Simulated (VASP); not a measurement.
```xyz
4
Lattice="2.3374 -4.0486 0.0000 2.3374 4.0486 0.0000 0.0000 0.0000 7.6357" Properties=species:S:1:pos:R:3 pbc="T T T"
Ag     2.3374    -1.3495     3.8187
Ag     2.3374     1.3495     0.0009
I      2.3374    -1.3495     6.6804
I      2.3374     1.3495     2.8625
```

All values below come from PBE GGA, VASP's PBE PAW potentials (set 64) (plane waves; VASP). Numerical set-up: 400 eV cut-off, 6×6×4 Γ-centred mesh, tetrahedra with Blöchl corrections, potentials Ag I.

The cores are frozen, which limits the accuracy of field gradients.

Q: Give the principal components of the electric field gradient (V/Å²) and the asymmetry η at each nucleus.

A: 
```csv
atom,Vxx,Vyy,Vzz,η
Ag1,0.2,0.2,-0.3,-
Ag2,0.2,0.2,-0.3,-
I3,-2.2,-2.2,4.4,0.00
I4,-2.2,-2.2,4.4,0.00
```

The compound is AgI in the wurtzite structure. It was relaxed first, which changed the volume by +5 %.
